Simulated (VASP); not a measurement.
Consider the following.

```xyz
1
Lattice="-2.9681 2.9681 2.9681 2.9681 -2.9681 2.9681 2.9681 2.9681 -2.9681" Properties=species:S:1:pos:R:3 pbc="T T T"
Cs     0.0000     0.0000     0.0000
```

Calculation: optB86b-vdW, VASP's PBE PAW potentials (set 64) (plane waves; VASP 6.6.1). Numerical set-up: 520 eV cut-off, 9×9×9 Γ-centred mesh, first-order Methfessel-Paxton smearing of 0.10 eV, potentials Cs_sv.

Unless said otherwise, spin-orbit coupling is left out, though it shifts the bands of the heavy elements here.

Q: What does the run give for the energy per atom (σ→0), band gap (on the k-mesh) with the smallest direct gap where there is one?

A: 
```json
{
  "band gap (on the k-mesh)": "none (metal, semimetal or under 0.01 eV)",
  "energy per atom (σ→0)": "2.023 eV/atom"
}
```

Total energies compare only between runs with the same potentials, cut-off and functional.

The compound is Cs in the bcc structure. It was relaxed first, which changed the volume by -8 %.
